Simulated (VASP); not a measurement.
VASP ran on this input.

**KPOINTS**
```
kpoints
0
gamma
10 10 10
0 0 0
```

**POSCAR**
```
HgTe
1.0
  0.0000000000   3.2395573336   3.2395573336
  3.2395573336   0.0000000000   3.2395573336
  3.2395573336   3.2395573336   0.0000000000
Hg Te
1 1
Direct
  0.0000000000   0.0000000000   0.0000000000
  0.2500000000   0.2500000000   0.2500000000
```

**INCAR**
```
SYSTEM = HgTe
PREC = Accurate
ENCUT = 520
EDIFF = 1E-7
NELM = 100
ALGO = Normal
LREAL = .FALSE.
LASPH = .TRUE.
ISMEAR = 1
SIGMA = 0.1
GGA = CX
LUSE_VDW = .TRUE.
AGGAC = 0.0
LMAXMIX = 6
LWAVE = .FALSE.
LCHARG = .FALSE.
ISIF = 2
```

POTCAR, in this order: Hg Te (PBE.64 set). Program: vasp_std.

Translate this vdW-DF-cx calculation to Quantum ESPRESSO's pw.x.

One equivalent input (not run):
```
&CONTROL
  calculation = 'scf'
  pseudo_dir = './pseudo'
  outdir = './out'
  tprnfor = .true.
  tstress = .true.
/
&SYSTEM
  ibrav = 0
  nat = 2
  ntyp = 2
  ecutwfc = 82.3
  occupations = 'smearing'
  smearing = 'methfessel-paxton'
  degauss = 0.00735
  input_dft = 'vdw-df-cx'
/
&ELECTRONS
  conv_thr = 7.3e-09
  electron_maxstep = 100
/
ATOMIC_SPECIES
  Hg 200.592 Hg.upf
  Te 127.600 Te.upf
CELL_PARAMETERS angstrom
     0.0000000    3.2395573    3.2395573
     3.2395573    0.0000000    3.2395573
     3.2395573    3.2395573    0.0000000
ATOMIC_POSITIONS crystal
  Hg   0.0000000  0.0000000  0.0000000
  Te   0.2500000  0.2500000  0.2500000
K_POINTS automatic
  10 10 10 0 0 0
```
Limits of the translation: the potentials are each code's own (VASP's PAW set, PseudoDojo norm-conserving files in pw.x), so ENCUT and ecutwfc are chosen apart and not converted; conv_thr bounds pw.x's estimated SCF error, while EDIFF bounds the energy change between steps.

The compound is HgTe in the zinc blende structure. This cell is one point of a volume scan, at 0.97 of the reference volume.
